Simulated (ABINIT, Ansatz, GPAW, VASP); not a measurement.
**One structure in several programs: ZnS (P6_3mc, 4 atoms in the cell)**

Self-consistent single point.

```yaml
crystal:
  lattice:
    - [3.80580, 0.00000, 0.00000]
    - [-1.90290, 3.29592, 0.00000]
    - [0.00000, 0.00000, 6.23798]
  atoms:
    - { symbol: Zn, position: [0.33333, 0.66667, 0.00014] }
    - { symbol: Zn, position: [0.66667, 0.33333, 0.50014] }
    - { symbol: S, position: [0.33333, 0.66667, 0.37486] }
    - { symbol: S, position: [0.66667, 0.33333, 0.87486] }
```

Shared settings, as Ansatz (a first-principles code) writes them: kpoints.mp_grid.grid = 8 8 5; scf.occupations.method = fermi_dirac; scf.occupations.width = 0.05 eV. Potentials and cutoffs stand in the table.

```
code                                                            model  pressure (GPa)  largest force (eV/Å)  gap on the mesh (eV)  cutoff
------  -------------------------------------------------------------  --------------  --------------------  --------------------  ------
ABINIT                             LDA (PW92), PAW (JTH v2.0 LDA PAW)           -4.08                 0.004                 1.952  816 eV
Ansatz                    LDA (PW92), default PAW files made with PBE           -3.98                 0.004                 1.965  420 eV
VASP                     LDA (PZ), VASP's LDA PAW potentials (set 64)               –                     –                 1.989  300 eV
GPAW    LDA (Perdew-Wang 92), GPAW PAW datasets LDA (gpaw-data 1.0.1)           -4.27                 0.004                 1.964  800 eV
```

A dash marks a value that a program does not give, or that is left out as unsure.

Gaps are read on the mesh.

The spread over the programs that give each value: pressure within 0.29 GPa; largest force within 0.000 eV/Å; gap on the mesh within 0.037 eV.

Ansatz's pressure is given at a fixed set of plane waves, as the other plane-wave codes print theirs; with its correction for the finite basis it is -3.93 GPa. The same LDA comes in different parametrisations, which differ slightly.

VASP's run is marked for a possible Pulay error in its stress at this cutoff; no cutoff test was made.

The starting cell comes from a database of computed structures (which also holds hypothetical and non-ambient phases and stackings), without a prior relaxation at this level.

Left out of this page: Quantum ESPRESSO, CP2K and SIESTA (not drawn, or without a comparable value); FLEUR (with a known weakness of the program).

Keys are those of Ansatz 0.2.
